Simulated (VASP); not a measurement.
# Tb: a series over U, part 3 of 3

Aim: follow the moments and the gap of Tb as U grows. The start is a cell from a database of measured crystal structures.

VASP 6.6.1, plane waves and PAW; the level of theory is named at each step.

Still holding for the runs below: The magnetic state follows from one typed start and may not be the lowest. The k-mesh is coarse for a metal. DFT+U on an f shell has many metastable occupations, and no search among them was made.

So far, largest spin moment in the PAW sphere (μB): step 2 (series over U, start order fm, U 0, PBE) 5.75; step 5 (series over U, start order AFM, U 1, PBE, DFT+U) 5.73; step 7 (series over U, start order AFM, U 4, PBE, DFT+U) 5.82; step 8 (series over U, start order fm, U 5, PBE, DFT+U) 5.81; step 9 (series over U, start order AFM, U 5, PBE, DFT+U) 6.08.

## 10. Series over U, start order fm, U 8 (continued)

Level of this step: PBE, DFT+U (Tb f 8 eV), spin-polarised from a ferromagnetic start; plane waves and PAW (Tb) (VASP).

OUTCAR, selected parts (step 10):

```text
  Total        1.4724223      1.4724223      1.3389787      0.0000000      0.0000000     -0.0000000
  in kB       36.8959866     36.8959866     33.5521546      0.0000000      0.0000000     -0.0000000
  external PRESSURE =      35.7813759 kB  Pullay stress =       0.0000000 kB

 POSITION                                       TOTAL-FORCE (eV/Angst)
 -----------------------------------------------------------------------------------
      1.80050      1.03952      4.27020         0.000000     -0.000000      0.000000
     -0.00000      2.07904      1.42340         0.000000      0.000000      0.000000
 -----------------------------------------------------------------------------------
    total drift:                               -0.000000      0.000000     -0.000000

  FREE ENERGIE OF THE ION-ELECTRON SYSTEM (eV)
  ---------------------------------------------------
  free  energy   TOTEN  =       -13.8758732216 eV

  energy  without entropy=      -13.8503337983  energy(sigma->0) =      -13.86736008

 magnetization (x)
# of ion       s       p       d       f       tot
--------------------------------------------------
    1        0.003  -0.028   0.166   5.616   5.756
    2        0.003  -0.028   0.166   5.616   5.756
--------------------------------------------------
tot          0.005  -0.056   0.331  11.231  11.512

[... 2 parts as in an earlier step ...]

[... 1 further part left out ...]
[key lines of the parts left out:]
E-fermi :   2.9728
```

Energy at zero smearing: -13.86736 eV.

The run ends at a pressure of 3.58 GPa.

## 11. Series over U, start order AFM, U 8

This step: PBE, DFT+U (Tb f 8 eV), spin-polarised from an antiferromagnetic start; plane waves and PAW (Tb) (VASP 6.6.1).

File INCAR:

```
SYSTEM = Tb
PREC = Accurate
ENCUT = 410
EDIFF = 1E-06
NELM = 150
ISMEAR = 1
SIGMA = 0.1
LREAL = .FALSE.
ALGO = Normal
GGA = PE
NBANDS = 30
ISPIN = 2
MAGMOM = 6 -6
LDAU = .TRUE.
LDAUTYPE = 2
LDAUL = 3
LDAUU = 8
LDAUJ = 0
LDAUPRINT = 1
LASPH = .TRUE.
LMAXMIX = 6
AMIX = 0.2
BMIX = 1E-04
AMIX_MAG = 0.8
BMIX_MAG = 1E-04
LORBIT = 11
LWAVE = .FALSE.
LCHARG = .FALSE.
NEDOS = 1200
```

File POSCAR:

```
Tb
1.0
    3.6010000000      0.0000000000      0.0000000000
   -1.8005000000      3.1185574790      0.0000000000
    0.0000000000      0.0000000000      5.6936000000
Tb
2
Direct
    0.6666666667      0.3333333333      0.7500000000
    0.3333333333      0.6666666667      0.2500000000
```

File KPOINTS:

```
Automatic mesh
0
Gamma
6 6 3
0 0 0
```

PAW data sets: Tb (PBE family, release 64).

Started as:

```
$ mpirun -np 1 vasp_std
```

The program printed:

```text
[... set-up lines as in an earlier step ...]
 entering main loop
       N       E                     dE             d eps       ncg     rms          rms(c)
DAV:   1     0.256191171859E+03    0.25619E+03   -0.11560E+04  2320   0.476E+03
DAV:   2     0.481244553259E+02   -0.20807E+03   -0.19319E+03  2040   0.433E+02
DAV:   3     0.441780747185E+01   -0.43707E+02   -0.41540E+02  2418   0.152E+02
DAV:   4    -0.392002912286E+01   -0.83378E+01   -0.82607E+01  3316   0.581E+01
[...]
DAV:  47    -0.140399802608E+02   -0.11772E-04   -0.65314E-05  2558   0.120E-01    0.410E-01
DAV:  48    -0.140399865042E+02   -0.62434E-05   -0.25040E-05  3328   0.332E-02    0.225E-01
DAV:  49    -0.140399863354E+02    0.16879E-06   -0.12692E-06  1840   0.136E-02
   1 F= -.14039986E+02 E0= -.14036483E+02  d E =-.105090E-01  mag=    -0.0000
```

The job ended after 2.5 min (1 MPI rank of Intel Xeon Platinum 8124M at 3.00GHz (Skylake/Cascade Lake), shared host; peak memory 0.2 GiB).

From OUTCAR (step 11):

```text
  Total        0.7795260      0.7795260      1.0704172      0.0000000     -0.0000000      0.0000000
  in kB       19.5333774     19.5333774     26.8225348      0.0000000     -0.0000000      0.0000000
  external PRESSURE =      21.9630965 kB  Pullay stress =       0.0000000 kB

  FREE ENERGIE OF THE ION-ELECTRON SYSTEM (eV)
  ---------------------------------------------------
  free  energy   TOTEN  =       -14.0399863354 eV

  energy  without entropy=      -14.0294773513  energy(sigma->0) =      -14.03648334

 magnetization (x)
# of ion       s       p       d       f       tot
--------------------------------------------------
    1        0.005  -0.046   0.123   5.600   5.682
    2       -0.005   0.046  -0.123  -5.600  -5.682
--------------------------------------------------
tot          0.000   0.000   0.000   0.000   0.000

[... 3 parts as in an earlier step ...]

[... 1 further part left out ...]
[key lines of the parts left out:]
E-fermi :   2.9224
```

Energy at zero smearing: -14.03648 eV.

The run ends at a pressure of 2.20 GPa.

## 12. Summary

This step: DFT+U series, PBE; plane waves and PAW (VASP 6.6.1).

No new run; the numbers come from the runs before.

Energies at different U are not comparable. U series, by row:

```
U (eV)  J (eV)  LDAUTYPE  start  energy (eV/atom)  mean moment (μB)  gap on the mesh (eV)  pressure (GPa)
     0       0         -     fm            -9.526             5.751                     0         -0.4733
     0       0         -    afm             -9.54             5.751                     0         -0.6349
     1       0         2     fm             -9.24              5.76                     0          0.1278
     1       0         2    afm             -9.24             5.734                     0        -0.09947
     4     0.9         1     fm            -8.975             5.976                     0          -2.871
     4     0.9         1    afm            -8.966             5.817                     0          0.2197
     5       0         2     fm            -7.859             5.808                     0            1.93
     5       0         2    afm            -8.802             6.078                     0         -0.2611
     8       0         2     fm            -6.934             5.756                     0           3.578
     8       0         2    afm            -7.018             5.682                     0           2.196
```

## 13. Outcome

| Quantity | Value |
| --- | --- |
| U = 0 eV, J = 0 eV, fm start | mean size of the moments 5.75 μB |
| U = 0 eV, J = 0 eV, afm start | mean size of the moments 5.75 μB |
| U = 1 eV, J = 0 eV, fm start | mean size of the moments 5.76 μB |
| U = 1 eV, J = 0 eV, afm start | mean size of the moments 5.73 μB |
| U = 4 eV, J = 0.9 eV, fm start | mean size of the moments 5.98 μB |
| U = 4 eV, J = 0.9 eV, afm start | mean size of the moments 5.82 μB |
| U = 5 eV, J = 0 eV, fm start | mean size of the moments 5.81 μB |
| U = 5 eV, J = 0 eV, afm start | mean size of the moments 6.08 μB |
| U = 8 eV, J = 0 eV, fm start | mean size of the moments 5.76 μB |
| U = 8 eV, J = 0 eV, afm start | mean size of the moments 5.68 μB |

In words: At U = 5 eV the two starts end 0.94 eV an atom apart. So large a difference can come from other orbital or spin states as well as from the order, so the rows below need not follow one state over U. In the runs at U = 4, J = 0.9 eV (fm) and U = 5, J = 0 eV (afm) the charge density had not settled, so their rows mean little. For the ferromagnetic start without J, from U = 0 to 8 eV the mean moment goes from 5.75 to 5.76 μB, the cell stays metallic, and the pressure goes from -0.5 to 3.6 GPa. At U = 0, 5 and 8 eV the other start ends lower in energy than the ferromagnetic one, so this line doesn't follow the lower state. A jump between neighbouring rows can also mean that the runs ended in different spin or orbital states. U acts inside the PAW spheres, so the same number means something else in a code with other projectors.

[Lines on the potential files, build, host, timing and source positions are cut from VASP's logs without a mark.]

[Logs are printed without paths, hosts, clocks, repeated set-up lines and the standing remarks that a program may print on its own settings, such as how far it seeks lower states.]

[Hosts, paths, dates, database ids (printed as entryN), source tags and the programs' standing remarks are cut or masked in the printed files.]

[In band tables of VASP the shares of atoms and orbitals are scaled to a sum of 1 inside the atoms' spheres.]

[Runs that stopped without an error message from VASP are left out.]
